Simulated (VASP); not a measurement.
Input of a VASP 6.6.1 run:

Contents of INCAR:

```
SYSTEM = Si3Ge
PREC     = Normal         ! precision mode
ENCUT    = 520            ! plane-wave cutoff, eV
EDIFF    = 1E-5           ! SCF threshold, eV
ISMEAR   = 0              ! smearing method
SIGMA    = 0.15           ! smearing width, eV
LREAL    = Auto         
LASPH    = .TRUE.         ! aspherical terms in the spheres
NELM     = 80             ! most SCF steps
ALGO     = Fast           ! electronic algorithm
ISIF     = 2              ! what is computed and relaxed
LWAVE    = .FALSE.        ! write WAVECAR
LCHARG   = .FALSE.        ! write CHGCAR
GGA      = PE             ! functional
NBANDS   = 36             ! bands
```

The input KPOINTS:

```
Automatic mesh
0
G
  6 6 6
  0 0 0
```

POSCAR

```
Si3Ge
1.0
   -2.7657700000      2.7657700000      5.5308800000
    2.7657700000     -2.7657700000      5.5308800000
    2.7657700000      2.7657700000     -5.5308800000
Si Ge
6 2
Direct
    0.5000000000      0.5000000000      0.0000000000
    0.6168780000      0.6250000000      0.4918780000
    0.1331220000      0.1250000000      0.5081220000
    0.2500000000      0.7500000000      0.5000000000
    0.8750000000      0.3831220000      0.0081220000
    0.3750000000      0.8668780000      0.9918780000
    0.0000000000      0.0000000000      0.0000000000
    0.7500000000      0.2500000000      0.5000000000
```

Potentials or basis: VASP PAW PBE potentials, release 64 (Si, Ge_d).

The run is started by

```sh
$ cat potpaw_PBE.64/Si/POTCAR potpaw_PBE.64/Ge_d/POTCAR > POTCAR
$ mpirun -np 1 vasp_std > vasp.out
```

Question: Predict the band gap on the k mesh.

Answer: 0.59 eV, indirect (least direct gap 0.67 eV).

Question: Predict the largest force.

Answer: 0.011 eV/Å.

Forces on the atoms (eV/Å):
```
Si   0.000  0.000  0.000
Si   0.000 -0.011  0.000
Si   0.000  0.011  0.000
Si   0.000  0.000  0.000
Si   0.011  0.000  0.000
Si  -0.011  0.000  0.000
Ge   0.000  0.000  0.000
Ge   0.000  0.000  0.000
```

A k mesh can miss the band edges. As with any semilocal functional, this PBE gap is likely too small.
